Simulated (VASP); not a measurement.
# Mg2CdS3 (I4/mmm) in VASP: notebook

The runs below take Mg2CdS3 through relaxation of cell and atoms, with PBE.

All numbers are computed with VASP 6.6.1; they aren't measurements. Logs are shortened: lines on timing, memory, paths and dates and some standing lists are left out, and cuts for length are marked.

## (1) Starting point

The structure is tetragonal, space group I4/mmm (No. 139). The conventional cell has a = 4.349 Å, b = 4.349 Å, c = 11.026 Å, α = 90.00°, β = 90.00°, γ = 90.00°. Mg (site symmetry 4mm) is surrounded by 5 S at 2.10 to 2.27 Å. Cd (site symmetry 4/mmm) has 12 S at 3.08 to 3.51 Å and 2 Mg at 3.41 Å as nearest neighbours. S (site symmetry -4m2) has 4 Mg at 2.27 Å as nearest neighbours. Around S (site symmetry 4/mmm) lie 2 Mg at 2.10 Å.

The cell was built by a generator and needn't be a form met in nature.

## (2) Relaxation of cell and atoms, PBE

The input, INCAR:

```
SYSTEM = Mg2CdS3
  PREC = Normal
  ENCUT = 520
  EDIFF = 1E-4
  ISMEAR = 0
  SIGMA = 0.15
  LREAL = .False.
  LASPH = .True.
  NELM = 60
  ALGO = Fast
  ISIF = 3
  LWAVE = .False.
  LCHARG = .False.
  GGA = PE
  IBRION = 2
  NSW = 24
  EDIFFG = -0.08
```

The input, KPOINTS:

```
regular mesh
0
Gamma
  5 5 5
  0 0 0
```

The input, POSCAR:

```
Mg2CdS3
1.0
   -2.1746200100      2.1746200100      5.5129607300
    2.1746200100     -2.1746200100      5.5129607300
    2.1746200100      2.1746200100     -5.5129607300
Mg Cd S
2 1 3
Direct
    0.6907110200      0.6907110200      0.0000000000
    0.3092889800      0.3092889800      0.0000000000
    0.0000000000      0.0000000000      0.0000000000
    0.7500000000      0.2500000000      0.5000000000
    0.5000000000      0.5000000000      0.0000000000
    0.2500000000      0.7500000000      0.5000000000
```

Potentials or basis: VASP PAW PBE potentials, release 64 (Mg, Cd, S).

Run with:

```
> cat potpaw_PBE.64/Mg/POTCAR potpaw_PBE.64/Cd/POTCAR potpaw_PBE.64/S/POTCAR > POTCAR
> mpirun -np 1 vasp_std > vasp.out
```

OUTCAR:

```text
SYSTEM = Mg2CdS3
   PREC = Normal
   ENCUT = 520
   EDIFF = 1E-4
   ISMEAR = 0
   LREAL = .False.
   LASPH = .True.
   NELM = 60
   ISIF = 3
   GGA = PE
   IBRION = 2
   NSW = 24
   EDIFFG = -0.08

 ion  position               nearest neighbor table
   1  0.691  0.691  0.000-   5 2.10   4 2.27   6 2.27   4 2.27   6 2.27   2 3.34   2 3.34   2 3.34
                             2 3.34   3 3.41
   2  0.309  0.309  0.000-   5 2.10   4 2.27   6 2.27   6 2.27   4 2.27   1 3.34   1 3.34   1 3.34
                             1 3.34   3 3.41
   3  0.000  0.000  0.000-   5 3.08   5 3.08   5 3.08   5 3.08   2 3.41   1 3.41
   4  0.750  0.250  0.500-   2 2.27   1 2.27   2 2.27   1 2.27
   5  0.500  0.500  0.000-   1 2.10   2 2.10   3 3.08   3 3.08   3 3.08   3 3.08
   6  0.250  0.750  0.500-   2 2.27   1 2.27   2 2.27   1 2.27

  LATTYP: Found a body centered tetragonal cell.
 ALAT       =     4.3492400200
 C/A-ratio  =     2.5351374974

  Lattice vectors:

 A1 = (  -2.1746200100,   2.1746200100,   5.5129607300)
 A2 = (   2.1746200100,  -2.1746200100,   5.5129607300)
 A3 = (   2.1746200100,   2.1746200100,  -5.5129607300)

Analysis of symmetry for initial positions (statically):
=====================================================================
 Subroutine PRICEL returns:
 Original cell was already a primitive cell.

 Routine SETGRP: Setting up the symmetry group for a
 body centered tetragonal supercell.

 Subroutine GETGRP returns: Found 16 space group operations
 (whereof 16 operations were pure point group operations)
 out of a pool of 16 trial point group operations.

The static configuration has the point symmetry D_4h.

Analysis of symmetry for dynamics (positions and initial velocities):
=====================================================================
 Subroutine PRICEL returns:
 Original cell was already a primitive cell.

 Routine SETGRP: Setting up the symmetry group for a
 body centered tetragonal supercell.

 Subroutine GETGRP returns: Found 16 space group operations
 (whereof 16 operations were pure point group operations)
 out of a pool of 16 trial point group operations.

The dynamic configuration has the point symmetry D_4h.

 Subroutine INISYM returns: Found 16 space group operations
 (whereof 16 operations are pure point group operations),
 and found     1 'primitive' translations

----------------------------------------------------------------------------------------

                                     Primitive cell

  volume of cell :     104.2826

  direct lattice vectors                    reciprocal lattice vectors
    -2.174620010  2.174620010  5.512960730     0.000000000  0.229925227  0.090695368
     2.174620010 -2.174620010  5.512960730     0.229925227  0.000000000  0.090695368
     2.174620010  2.174620010 -5.512960730     0.229925227  0.229925227  0.000000000

  length of vectors
     6.312739531  6.312739531  6.312739531     0.247166462  0.247166462  0.325163375

  position of ions in fractional coordinates (direct lattice)
     0.690711020  0.690711020  0.000000000
     0.309288980  0.309288980  0.000000000
     0.000000000  0.000000000  0.000000000
     0.750000000  0.250000000  0.500000000
     0.500000000  0.500000000  0.000000000
     0.250000000  0.750000000  0.500000000

  ion indices of the primitive-cell ions
   primitive index   ion index
                 1           1
                 2           2
                 3           3
                 4           4
                 5           5
                 6           6

----------------------------------------------------------------------------------------

 KPOINTS: regular mesh

Automatic generation of k-mesh.
 Grid dimensions read from file:
 generate k-points for:    5    5    5

 Generating k-lattice:

  Cartesian coordinates                     Fractional coordinates (reciprocal lattice)
     0.000000000  0.045985045  0.018139074     0.200000000  0.000000000 -0.000000000
     0.045985045  0.000000000  0.018139074     0.000000000  0.200000000 -0.000000000
     0.045985045  0.045985045  0.000000000     0.000000000  0.000000000  0.200000000

  Length of vectors
     0.049433292  0.049433292  0.065032675

  Shift w.r.t. Gamma in fractional coordinates (k-lattice)
     0.000000000  0.000000000  0.000000000

 Subroutine IBZKPT returns following result:
 ===========================================

 Found     18 irreducible k-points:

 Following reciprocal coordinates:
            Coordinates               Weight
  0.000000  0.000000  0.000000      1.000000
  0.200000 -0.000000  0.000000      8.000000
  0.400000 -0.000000  0.000000      8.000000
  0.200000  0.200000  0.000000      8.000000
  0.400000  0.200000  0.000000     16.000000
 -0.400000  0.200000 -0.000000     16.000000
[... 10 lines left out ...]
 -0.400000  0.400000  0.400000      4.000000
 -0.400000 -0.400000  0.400000      2.000000
   k-points           NKPTS =     18   k-points in BZ     NKDIM =     18   number of bands    NBANDS=     21
   number of dos      NEDOS =    301   number of ions     NIONS =      6
   total plane-waves  NPLWV =  46656
   dimension x,y,z NGX =    36 NGY =   36 NGZ =   36
   dimension x,y,z NGXF=    72 NGYF=   72 NGZF=   72
   ions per type =               2   1   3
   NGX,Y,Z   is equivalent  to a cutoff of   9.48,  9.48,  9.48 a.u.
   NGXF,Y,Z  is equivalent  to a cutoff of  18.96, 18.96, 18.96 a.u.
 SYSTEM =  Mg2CdS3
   PREC   = normal    normal or accurate (medium, high low for compatibility)
   ISTART =      0    job   : 0-new  1-cont  2-samecut
   ICHARG =      2    charge: 1-file 2-atom 10-const
   ISPIN  =      1    spin polarized calculation?
   LNONCOLLINEAR =      F non collinear calculations
   LSORBIT =      F    spin-orbit coupling
   LASPH  =      T    aspherical Exc in radial PAW
   ENCUT  =  520.0 eV  38.22 Ry    6.18 a.u.  11.74 11.74 11.74*2*pi/ulx,y,z
   NELM   =     60;   NELMIN=  2; NELMDL= -5     # of ELM steps
   EDIFF  = 0.1E-03   stopping-criterion for ELM
   LREAL  =      F    real-space projection
   EDIFFG = -.8E-01   stopping-criterion for IOM
   NSW    =     24    number of steps for IOM
   IBRION =      2    ionic relax: 0-MD 1-quasi-New 2-CG
   NFREE  =      1    steps in history (QN), initial steepest desc. (CG)
   ISIF   =      3    stress and relaxation
   ISYM   =      2    0-nonsym 1-usesym 2-fastsym
   POTIM  = 0.5000    time-step for ionic-motion
   TEBEG  =    0.0;   TEEND  =   0.0 temperature during run
   PSTRESS=    0.0 pullay stress
   NELECT =      34.0000    total number of electrons
   NUPDOWN=      -1.0000    fix difference up-down
   EMIN   =  10.00;   EMAX   =-10.00  energy-range for DOS
   EFERMI =   0.00;   METHOD = LEGACY
   ISMEAR =     0;   SIGMA  =   0.15  broadening in eV -4-tet -1-fermi 0-gaus
   EFERMI_NEDOS =   21; number of points for ismear=-14 and -15
   IALGO  =     68    algorithm
   IMIX   =      4    mixing-type and parameters
     AMIX     =   0.40;   BMIX     =  1.00
     AMIX_MAG =   1.60;   BMIX_MAG =  1.00
  volume/ion in A,a.u.               =      17.38       117.29
  Fermi-wavevector in a.u.,A,eV,Ry     =   1.126758  2.129264 17.273728  1.269583
  Thomas-Fermi vector in A             =   2.263441
   LORBIT       =      0    0 simple, 1 ext, 2 COOP (PROOUT), +10 PAW based schemes
   GGA     = PE    functional components
   LHFCALC =     F    Hartree Fock is set to
   AEXX    =    0.0000 exact exchange contribution
   IVDW    =     0    specifies the selected vdW correction
   LEPSILON=     F    determine dielectric tensor
   LRPA    =     F    only Hartree local field effects (RPA)
 conjugate gradient relaxation of ions
 non-spin polarized calculation
 RMM-DIIS sequential band-by-band and
 Gauss-broadening in eV      SIGMA  =   0.15
  energy-cutoff  :      520.00
  volume of cell :      104.28
 maximum number of plane-waves:      2825
   NGX = 23   NGY = 23   NGZ = 23

--------------------------------------- Ionic step        1  -------------------------------------------

 number of electron      34.0000002 magnetization

 Free energy of the ion-electron system (eV)
  ---------------------------------------------------
  ext. energy  EPLUGINS =         0.00000000
  ---------------------------------------------------
  free energy    TOTEN  =       -17.49995212 eV

  energy without entropy =      -17.48811482  energy(sigma->0) =      -17.49403347

 E-fermi :   4.2375     XC(G=0): -10.1481

 val. band max:        4.1929614392   @ k =  -0.2000   0.2000   0.0000
 cond. band min:       4.3033492286   @ k =  -0.4000  -0.4000   0.4000
 fundamental gap:      0.1103877894
 Fermi energy:         4.2375354814

 k-point     1 :       0.0000    0.0000    0.0000
  band No.  band energies     occupation
      1      -9.6386      2.00000
      2      -7.8416      2.00000
      3      -6.6563      2.00000
      4      -4.0877      2.00000
      5      -4.0877      2.00000
      6      -4.0788      2.00000
[... 534 lines left out ...]
  FREE ENERGIE OF THE ION-ELECTRON SYSTEM (eV)
  ---------------------------------------------------
  free  energy   TOTEN  =       -19.9690728267 eV

  energy  without entropy=      -19.9524901998  energy(sigma->0) =      -19.96078151

[... ionic steps 4 to 9 ...]

--------------------------------------- Ionic step       10  -------------------------------------------

 number of electron      33.9999993 magnetization

------------------------ aborting loop because EDIFF is reached ----------------------------------------

  FORCE on cell =-STRESS in cart. coord.  units (eV):
  Direction    XX          YY          ZZ          XY          YZ          ZX
  --------------------------------------------------------------------------------------
  -------------------------------------------------------------------------------------
  Total       -0.6598711     -0.6598711     -0.8303900      0.0000000      0.0000000      0.0000000
  in kB       -7.2688783     -7.2688783     -9.1472471      0.0000000      0.0000000      0.0000000
  external PRESSURE =      -7.8950012 kB  Pullay stress =       0.0000000 kB
[... 65 lines left out ...]
  energy  without entropy=      -20.2084721534  energy(sigma->0) =      -20.22445620

--------------------------------------- Ionic step       12  -------------------------------------------

 number of electron      33.9999994 magnetization

 Free energy of the ion-electron system (eV)
  ---------------------------------------------------
  ext. energy  EPLUGINS =         0.00000000
  ---------------------------------------------------
  free energy    TOTEN  =       -20.24179479 eV

  energy without entropy =      -20.20878867  energy(sigma->0) =      -20.22529173

 E-fermi :   2.0057     XC(G=0):  -8.7134

 val. band max:        1.9641930197   @ k =  -0.4000   0.4000   0.4000
 cond. band min:       2.0729182184   @ k =  -0.4000  -0.4000   0.2000
 fundamental gap:      0.1087251987
 Fermi energy:         2.0056819346

 k-point     1 :       0.0000    0.0000    0.0000
  band No.  band energies     occupation
      1     -10.7725      2.00000
      2      -9.9702      2.00000
      3      -8.6484      2.00000
      4      -6.1689      2.00000
      5      -6.1689      2.00000
      6      -6.1630      2.00000
[... 454 lines left out ...]
  FREE ENERGIE OF THE ION-ELECTRON SYSTEM (eV)
  ---------------------------------------------------
  free  energy   TOTEN  =       -20.2417947877 eV

  energy  without entropy=      -20.2087886663  energy(sigma->0) =      -20.22529173

 reached required accuracy - stopping structural energy minimisation
```

It took 2.1 min on 1 thread of Intel Xeon Platinum 8488C (Sapphire Rapids), shared host; peak memory 0.23 GiB.

What came out:

```yaml
Free_energy: -20.2418 eV
Relaxed_volume: 23.90 Å³/atom
Relaxed_cell: a = 7.657 Å, b = 7.657 Å, c = 7.657 Å, α = 145.49°, β = 145.49°, γ = 49.60°
Space_group_after_relaxing_to_0.05_Å: I4/mmm (No. 139)
Energy_gained_by_relaxing: 457.0 meV/atom
Ionic_steps: 12
Pressure_after_relaxing: -0.1 GPa
Largest_force_after_relaxing: 0.044 eV/Å
Band_gap_on_the_k_mesh: none (metal or under the smearing width)
```

Forces on the atoms (eV/Å):
```
Mg   0.000  0.000  0.044
Mg   0.000  0.000 -0.044
Cd   0.000  0.000  0.000
S    0.000  0.000  0.000
S    0.000  0.000  0.000
S    0.000  0.000  0.000
```

Stress tensor (GPa, compression positive):
```
-0.10  0.00  0.00
 0.00 -0.10  0.00
 0.00  0.00  0.04
```

The path:
```tsv
step	energy change (eV)	largest force (eV/Å)	pressure (GPa)	volume (Å³)
1	0.0000	1.6188	26.77	104.28
2	-2.3078	0.5148	-3.64	154.39
3	-2.4691	0.4069	0.25	139.54
4	-2.4706	0.4269	-0.31	141.03
5	-2.5321	0.4940	0.05	140.98
6	-2.6159	0.7078	1.16	140.49
7	-2.6620	0.5834	0.47	142.61
8	-2.7062	0.2238	-1.46	148.13
9	-2.7070	0.2830	-1.14	147.26
10	-2.7318	0.1476	-0.79	145.45
11	-2.7405	0.1108	-0.10	142.77
12	-2.7418	0.0437	-0.05	143.38
```

Final structure:
```yaml
crystal:
  lattice:
    - [-2.27096, 2.27096, 6.95045]
    - [2.27096, -2.27096, 6.95045]
    - [2.27096, 2.27096, -6.95045]
  atoms:
    - { symbol: Mg, position: [0.67699, 0.67699, 0.00000] }
    - { symbol: Mg, position: [0.32301, 0.32301, 0.00000] }
    - { symbol: Cd, position: [0.00000, 0.00000, 0.00000] }
    - { symbol: S, position: [0.75000, 0.25000, 0.50000] }
    - { symbol: S, position: [0.50000, 0.50000, 0.00000] }
    - { symbol: S, position: [0.25000, 0.75000, 0.50000] }
```

Levels at points of the mesh, in eV from the Fermi level:
```tsv
k point	band 13	band 14	band 15	band 16	band 17	band 18	band 19	band 20	band 21
(0.00, 0.00, 0.00)	-1.95	-1.78	-1.60	-0.94	-0.13	-0.13	2.78	4.15	5.24
```

Caveat: the k mesh is coarse (spacing up to 0.41 Å⁻¹), so the values aren't converged; the volume moved by over 15 % at a fixed basis, so the end points are rough; the relaxation stopped at a loose force limit of 0.08 eV/Å, so its end isn't a converged minimum.

(Part 1 of 2 ends here.)
